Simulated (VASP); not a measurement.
Calculation: SCAN meta-GGA, VASP's PBE PAW potentials (set 64) (plane waves; VASP 6.6.1).

VASP input:

**KPOINTS**
```
Regular mesh
0
G
  10 10 8
```

**INCAR**
```
! general
SYSTEM =ZrB2
PREC   =Accurate
ENCUT  =520   ! plane-wave cut-off (eV)
LREAL  =.FALSE.   ! projection in real space or not
LASPH  =.TRUE.

! electronic loop
EDIFF  =1E-6   ! SCF stop (eV)
NELM   =100   ! most electronic steps
ALGO   =Normal
LMAXMIX=4   ! l cut-off of mixed one-centre charges
LMIXTAU=.TRUE.

! smearing
ISMEAR =1   ! Methfessel-Paxton
SIGMA  =0.1   ! width (eV)

! functional
METAGGA=SCAN

! ions
IBRION =2   ! conjugate gradients
NSW    =60   ! most ionic steps
ISIF   =3   ! ions, shape and volume
EDIFFG =-0.02   ! ionic stop

! output
LWAVE  =.FALSE.
LCHARG =.FALSE.
```

POSCAR:
```
ZrB2
1
    1.5773694155    -2.7320844331    -0.0000000000
    1.5773694155     2.7320844331     0.0000000000
   -0.0000000000    -0.0000000000     3.5119726413
Zr B
1 2
Direct
  0.0000000000   0.0000000000   0.0000000000
  0.3333330000   0.6666670000   0.5000000000
  0.6666670000   0.3333330000   0.5000000000
```

POTCAR, in this order: Zr_sv B (PBE.64 set). Program: vasp_std.

Output of the run:

**OSZICAR**
```
       N       E                     dE             d eps       ncg     rms          rms(c)
DAV:   1     0.877333777014E+02    0.87733E+02   -0.10270E+04  1820   0.142E+03
DAV:   2    -0.512535435194E+02   -0.13899E+03   -0.13411E+03  2103   0.349E+02
DAV:   3    -0.579690015185E+02   -0.67155E+01   -0.66649E+01  3091   0.655E+01
DAV:   4    -0.581267295428E+02   -0.15773E+00   -0.15758E+00  2265   0.950E+00
DAV:   5    -0.581306359968E+02   -0.39065E-02   -0.39061E-02  2793   0.114E+00    0.249E+01
DAV:   6    -0.479467129942E+02    0.10184E+02   -0.71936E+00  2340   0.262E+01    0.101E+01
DAV:   7    -0.486088774653E+02   -0.66216E+00   -0.32059E+00  2853   0.153E+01    0.180E+00
DAV:   8    -0.487182706608E+02   -0.10939E+00   -0.67908E-01  2156   0.849E+00    0.123E+00
DAV:   9    -0.487453539540E+02   -0.27083E-01   -0.48149E-02  2036   0.297E+00    0.906E-01
DAV:  10    -0.487472912758E+02   -0.19373E-02   -0.85317E-02  1983   0.350E+00    0.364E-01
DAV:  11    -0.487522913570E+02   -0.50001E-02   -0.46057E-02  1835   0.303E+00    0.195E-01
DAV:  12    -0.487554245348E+02   -0.31332E-02   -0.25798E-02  1925   0.186E+00    0.868E-02
DAV:  13    -0.487534463644E+02    0.19782E-02   -0.18729E-03  2195   0.487E-01    0.830E-02
DAV:  14    -0.487518859097E+02    0.15605E-02   -0.13581E-03  1855   0.449E-01    0.776E-02
DAV:  15    -0.487529076544E+02   -0.10217E-02   -0.42738E-03  1900   0.785E-01    0.322E-02
DAV:  16    -0.487525362908E+02    0.37136E-03   -0.62572E-04  1890   0.367E-01    0.327E-02
DAV:  17    -0.487526258699E+02   -0.89579E-04   -0.23516E-04  1875   0.223E-01    0.114E-02
DAV:  18    -0.487526290184E+02   -0.31485E-05   -0.88867E-04  1825   0.423E-01    0.133E-02
DAV:  19    -0.487524838860E+02    0.14513E-03   -0.41259E-04  1830   0.249E-01    0.885E-03
DAV:  20    -0.487524823759E+02    0.15101E-05   -0.10275E-05  2155   0.353E-02    0.584E-03
DAV:  21    -0.487524887283E+02   -0.63524E-05   -0.30842E-05  1855   0.656E-02    0.290E-03
DAV:  22    -0.487524848680E+02    0.38604E-05   -0.51896E-06  1850   0.260E-02    0.168E-03
DAV:  23    -0.487524845396E+02    0.32833E-06   -0.77602E-07  1225   0.122E-02
   1 F= -.48752485E+02 E0= -.48752369E+02  d E =-.487525E+02
       N       E                     dE             d eps       ncg     rms          rms(c)
DAV:   1    -0.488424636176E+02   -0.89979E-01   -0.38513E+00  2030   0.229E+01    0.390E+00
DAV:   2    -0.487590913765E+02    0.83372E-01   -0.33624E-01  2050   0.707E+00    0.110E+00
DAV:   3    -0.487482173506E+02    0.10874E-01   -0.88167E-02  2738   0.308E+00    0.347E-01
DAV:   4    -0.487468808674E+02    0.13365E-02   -0.15218E-02  2075   0.138E+00    0.150E-01
DAV:   5    -0.487506288115E+02   -0.37479E-02   -0.12601E-02  2425   0.124E+00    0.121E-01
DAV:   6    -0.487512391345E+02   -0.61032E-03   -0.26191E-03  1882   0.772E-01    0.655E-02
DAV:   7    -0.487513043761E+02   -0.65242E-04   -0.14573E-03  2676   0.460E-01    0.334E-02
DAV:   8    -0.487512686625E+02    0.35714E-04   -0.99000E-05  2753   0.107E-01    0.181E-02
DAV:   9    -0.487512610454E+02    0.76171E-05   -0.31246E-05  2213   0.719E-02    0.699E-03
DAV:  10    -0.487512579698E+02    0.30756E-05   -0.10505E-05  2247   0.396E-02    0.723E-04
DAV:  11    -0.487512580542E+02   -0.84372E-07   -0.21640E-06  1753   0.221E-02
   2 F= -.48751258E+02 E0= -.48751150E+02  d E =0.122649E-02
       N       E                     dE             d eps       ncg     rms          rms(c)
DAV:   1    -0.487839295725E+02   -0.32672E-01   -0.11031E+00  2030   0.122E+01    0.211E+00
DAV:   2    -0.487612247072E+02    0.22705E-01   -0.88282E-02  2035   0.370E+00    0.592E-01
DAV:   3    -0.487576800549E+02    0.35447E-02   -0.24981E-02  2548   0.171E+00    0.212E-01
DAV:   4    -0.487568506299E+02    0.82942E-03   -0.85227E-03  2015   0.102E+00    0.663E-02
DAV:   5    -0.487581882370E+02   -0.13376E-02   -0.58228E-03  1925   0.882E-01    0.778E-02
DAV:   6    -0.487583700348E+02   -0.18180E-03   -0.19009E-03  1830   0.576E-01    0.256E-02
DAV:   7    -0.487583265573E+02    0.43478E-04   -0.11286E-03  1830   0.398E-01    0.172E-02
DAV:   8    -0.487582887499E+02    0.37807E-04   -0.21829E-04  1905   0.181E-01    0.955E-03
DAV:   9    -0.487582968967E+02   -0.81469E-05   -0.32023E-05  1995   0.738E-02    0.369E-03
DAV:  10    -0.487583212058E+02   -0.24309E-04   -0.13622E-05  2238   0.453E-02    0.227E-03
DAV:  11    -0.487583191579E+02    0.20479E-05   -0.21929E-06  1842   0.212E-02    0.984E-04
DAV:  12    -0.487583195674E+02   -0.40944E-06   -0.95076E-08   945   0.421E-03
   3 F= -.48758320E+02 E0= -.48758208E+02  d E =-.583503E-02
       N       E                     dE             d eps       ncg     rms          rms(c)
DAV:   1    -0.487584026309E+02   -0.83473E-04   -0.27308E-03  2020   0.608E-01    0.105E-01
DAV:   2    -0.487583140462E+02    0.88585E-04   -0.22502E-04  2030   0.187E-01    0.296E-02
DAV:   3    -0.487583012951E+02    0.12751E-04   -0.62641E-05  2577   0.860E-02    0.100E-02
DAV:   4    -0.487583017731E+02   -0.47806E-06   -0.17537E-05  2103   0.479E-02    0.353E-03
DAV:   5    -0.487583114477E+02   -0.96746E-05   -0.11162E-05  2107   0.406E-02    0.371E-03
DAV:   6    -0.487583147249E+02   -0.32771E-05   -0.37153E-06  1840   0.298E-02    0.118E-03
DAV:   7    -0.487583134166E+02    0.13083E-05   -0.38142E-06  1830   0.283E-02    0.732E-04
DAV:   8    -0.487583136367E+02   -0.22014E-06   -0.28557E-07   930   0.767E-03
   4 F= -.48758314E+02 E0= -.48758202E+02  d E =-.582910E-02
       N       E                     dE             d eps       ncg     rms          rms(c)
DAV:   1    -0.487601133623E+02   -0.17999E-02   -0.10670E-01  1900   0.339E+00    0.241E-01
DAV:   2    -0.487588831919E+02    0.12302E-02   -0.35124E-03  2100   0.569E-01    0.118E-01
DAV:   3    -0.487589901221E+02   -0.10693E-03   -0.16102E-03  1938   0.529E-01    0.617E-02
DAV:   4    -0.487591751535E+02   -0.18503E-03   -0.25713E-03  1820   0.716E-01    0.216E-02
DAV:   5    -0.487591154991E+02    0.59654E-04   -0.30480E-03  1820   0.747E-01    0.142E-02
DAV:   6    -0.487589398128E+02    0.17569E-03   -0.44008E-04  1840   0.236E-01    0.789E-03
DAV:   7    -0.487589628321E+02   -0.23019E-04   -0.34971E-05  1985   0.823E-02    0.382E-03
DAV:   8    -0.487589566723E+02    0.61598E-05   -0.76087E-06  1955   0.374E-02    0.278E-03
DAV:   9    -0.487589647157E+02   -0.80433E-05   -0.70742E-06  1835   0.389E-02    0.811E-04
DAV:  10    -0.487589636359E+02    0.10797E-05   -0.34670E-06  1830   0.245E-02    0.363E-04
DAV:  11    -0.487589638612E+02   -0.22526E-06   -0.15034E-08   940   0.128E-03
   5 F= -.48758964E+02 E0= -.48758855E+02  d E =-.650224E-03
```

**OUTCAR**
```
------------------------ aborting loop because EDIFF is reached ----------------------------------------
  FORCE on cell =-STRESS in cart. coord.  units (eV):
  Direction    XX          YY          ZZ          XY          YZ          ZX
  --------------------------------------------------------------------------------------
  Total        0.0187434      0.0187434     -0.0158584     -0.0000000      0.0000000     -0.0000000
  in kB        0.9776994      0.9776997     -0.8272121     -0.0000000      0.0000000     -0.0000000
  external PRESSURE =       0.3760624 kB  Pullay stress =       0.0000000 kB
  volume of cell :       30.72
      direct lattice vectors                 reciprocal lattice vectors
     1.579618688 -2.735980289 -0.000000000     0.316532087 -0.182749855 -0.000000000
     1.579618688  2.735980289  0.000000000     0.316532087  0.182749855  0.000000000
    -0.000000000 -0.000000000  3.553514665     0.000000000 -0.000000000  0.281411530
 POSITION                                       TOTAL-FORCE (eV/Angst)
 -----------------------------------------------------------------------------------
     -0.00000     -0.00000      3.55351         0.000000      0.000000     -0.000000
      1.57962      0.91200      1.77676         0.000000      0.000000      0.000000
      1.57962     -0.91200      1.77676        -0.000000     -0.000000     -0.000000
 -----------------------------------------------------------------------------------
    total drift:                               -0.000000     -0.000000      0.000000
  FREE ENERGIE OF THE ION-ELECTRON SYSTEM (eV)
  ---------------------------------------------------
  free  energy   TOTEN  =       -48.7589638612 eV

  energy  without entropy=      -48.7586364491  energy(sigma->0) =      -48.75885472

 reached required accuracy - stopping structural energy minimisation
```
(Selected blocks of OUTCAR.)

CONTCAR:
```
ZrB2
   1.00000000000000
     1.5796186875990825   -2.7359802886105333   -0.0000000000000000
     1.5796186875990825    2.7359802886105333    0.0000000000000000
    -0.0000000000000000   -0.0000000000000000    3.5535146649427594
  Zr              B
     1     2
Direct
     0.0000000000000000    0.0000000000000000    1.0000000000000000
     0.3333330000000032    0.6666669999999968    0.5000000000000000
     0.6666669999999968    0.3333330000000032    0.5000000000000000
```

The compound is ZrB2 in the AlB2 type structure. This run relaxes it. Symmetry was kept, so distortions that lower it aren't found.
